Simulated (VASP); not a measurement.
All values below come from PBE GGA with D3 dispersion (zero damping), VASP's PBE PAW potentials (set 64) (plane waves; VASP).

A VASP calculation is set up with these files.

**POSCAR**
```
BAs
1.0
  0.0000000000   2.3458781539   2.3458781539
  2.3458781539   0.0000000000   2.3458781539
  2.3458781539   2.3458781539   0.0000000000
B As
1 1
Cartesian
  0.0000000000   0.0000000000   0.0000000000
  1.1729390770   1.1729390770   1.1729390770
```

### INCAR
```
# general
SYSTEM   =  BAs
PREC     =  Accurate
ENCUT    =  520
LREAL    =  .False.
LASPH    =  .True.

# electronic loop
EDIFF    =  1E-7
NELM     =  100
ALGO     =  Normal
LMAXMIX  =  4

# smearing
ISMEAR   =  0
SIGMA    =  0.05

# functional
GGA      =  PE
IVDW     =  11

# ions
ISIF     =  2

# output
LWAVE    =  .False.
LCHARG   =  .False.
```

### KPOINTS
```
Automatic
0
gamma
 10 10 10
```

POTCAR, in this order: B As (PBE.64 set). Program: vasp_std.

Output

File OSZICAR:
```
       N       E                     dE             d eps       ncg     rms          rms(c)
DAV:   1     0.120574717017E+02    0.12057E+02   -0.38788E+03   760   0.880E+02
DAV:   2    -0.118049805956E+02   -0.23862E+02   -0.23096E+02  1160   0.107E+02
DAV:   3    -0.120875513662E+02   -0.28257E+00   -0.28257E+00   800   0.158E+01
DAV:   4    -0.120879537889E+02   -0.40242E-03   -0.40242E-03  1176   0.639E-01
DAV:   5    -0.120879540778E+02   -0.28892E-06   -0.28892E-06   808   0.692E-03    0.533E+00
DAV:   6    -0.114182898727E+02    0.66966E+00   -0.20424E+00   784   0.762E+00    0.264E+00
DAV:   7    -0.113449776100E+02    0.73312E-01   -0.25750E-01  1056   0.304E+00    0.998E-01
DAV:   8    -0.113373065525E+02    0.76711E-02   -0.22463E-02   808   0.107E+00    0.128E-01
DAV:   9    -0.113376447948E+02   -0.33824E-03   -0.56991E-04   960   0.203E-01    0.759E-02
DAV:  10    -0.113378210142E+02   -0.17622E-03   -0.28051E-04   904   0.125E-01    0.174E-02
DAV:  11    -0.113378259991E+02   -0.49849E-05   -0.10009E-05  1120   0.256E-02    0.157E-02
DAV:  12    -0.113378253972E+02    0.60188E-06   -0.23693E-06   808   0.107E-02    0.258E-03
DAV:  13    -0.113378253896E+02    0.76004E-08   -0.80105E-08   648   0.227E-03
   1 F= -.11741682E+02 E0= -.11741682E+02  d E =-.147191E-13
```

File OUTCAR:
```
------------------------ aborting loop because EDIFF is reached ----------------------------------------
 Edisp (eV)   -0.40386
  FORCE on cell =-STRESS in cart. coord.  units (eV):
  Direction    XX          YY          ZZ          XY          YZ          ZX
  --------------------------------------------------------------------------------------
  Total       1.53637     1.53637     1.53637    -0.00000    -0.00000     0.00000
  in kB      95.33685    95.33685    95.33685    -0.00000    -0.00000     0.00000
  external pressure =       95.34 kB  Pullay stress =        0.00 kB
  volume of cell :       25.82
      direct lattice vectors                 reciprocal lattice vectors
     0.000000000  2.345878154  2.345878154    -0.213139800  0.213139800  0.213139800
     2.345878154  0.000000000  2.345878154     0.213139800 -0.213139800  0.213139800
     2.345878154  2.345878154  0.000000000     0.213139800  0.213139800 -0.213139800
  FREE ENERGIE OF THE ION-ELECTRON SYSTEM (eV)
  ---------------------------------------------------
  free  energy   TOTEN  =       -11.7416817506 eV

  energy  without entropy=      -11.7416817506  energy(sigma->0) =      -11.74168175
```
(Selected blocks of OUTCAR.)

The compound is BAs in the zinc blende structure. This cell is one point of a volume scan, at 0.94 of the reference volume.
